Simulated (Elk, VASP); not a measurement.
Input for VASP

File POSCAR:
```
NbC
2.2350
  0.0000000000   1.0000000000   1.0000000000
  1.0000000000   0.0000000000   1.0000000000
  1.0000000000   1.0000000000   0.0000000000
Nb C
1 1
Direct
  0.0000000000   0.0000000000   0.0000000000
  0.5000000000   0.5000000000   0.5000000000
```

INCAR:
```
SYSTEM  =  NbC
PREC  =  Accurate; ENCUT  =  400; LREAL  =  .FALSE.
LASPH  =  .TRUE.
EDIFF  =  1E-6; NELM  =  100; ALGO  =  Normal
LMAXMIX  =  4
ISMEAR  =  -1; SIGMA  =  0.05
GGA  =  PE; GGA_COMPAT  =  .FALSE.
MAGMOM  =  6*0.0; LSORBIT  =  .TRUE.; LNONCOLLINEAR  =  .TRUE.
ISIF  =  2
LWAVE  =  .FALSE.; LCHARG  =  .FALSE.; LORBIT  =  11
```

KPOINTS:
```
Automatic mesh
0
G
  17 17 17
0 0 0
```

POTCAR, in this order: Nb_sv C (PBE.64 set). Program: vasp_ncl.

**Question.** Write an input for Elk that does the same calculation.

**Answer.** One input that does it (PBE, spin-orbit coupling in second variation, all-electron FP-LAPW, Elk's shipped species files, APW+lo basis with extra local orbitals):
```
tasks
  0

xctype
  20

spinorb
  .true.

rgkmax
  8.0

gmaxvr
  16.0

nxlo
  2

lorbcnd
  .true.

lmaxi
  2

nempty
  10

swidth
  0.00183747

maxscl
  100

scale
  1.889726125

avec
    0.0000000000    2.2350000000    2.2350000000
    2.2350000000    0.0000000000    2.2350000000
    2.2350000000    2.2350000000    0.0000000000

atoms
  2
  'Nb.in'
  1
  0.0000000000  0.0000000000  0.0000000000    0.0 0.0 0.0
  'C.in'
  1
  0.5000000000  0.5000000000  0.5000000000    0.0 0.0 0.0

ngridk
  17 17 17
```
The two runs describe the same crystal, functional and task. Each code takes its own potentials, basis and convergence tests.

VASP also gives the stress here, which the Elk input doesn't ask for.

The structure is a typed NbC crystal (Fm-3m). The cell was not relaxed at this level, and it may have been scaled.
